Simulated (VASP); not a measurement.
Given:

```xyz
8
Lattice="0.0000 2.8362 2.8362 2.8362 0.0000 2.8362 11.3337 11.3337 0.0111" Properties=species:S:1:pos:R:3 pbc="T T T"
Ga     2.8375     2.8375     5.6710
Ga     2.8320     2.8320     0.0042
As     1.4176     1.4176     1.4186
As     4.2495     4.2495     1.4229
As     7.0829     7.0829     1.4257
As     9.9173     9.9173     1.4274
Al     8.5035     8.5035     5.6775
Al    11.3389    11.3389     5.6782
```

Level of theory: PBEsol GGA, VASP's PBE PAW potentials (set 64) (plane waves; VASP). Run with 400 eV cut-off, 8×8×2 Γ-centred mesh, tetrahedra with Blöchl corrections, potentials Ga_d As Al.

Q: Predict the energy per atom (σ→0), band gap (on the k-mesh) with the smallest direct gap where there is one.

A: 
| Quantity | Result |
|---|---|
| band gap (on the k-mesh) | 0.93 eV |
| smallest direct gap (on the k-mesh) | 0.93 eV |
| energy per atom (σ→0) | -4.786 eV/atom |

Only differences to runs with the same potentials and settings are physical.

The structure was generated: Al2Ga2As4 was put into an ordered model structure (R3m), which need not be its known phase. It was relaxed first.
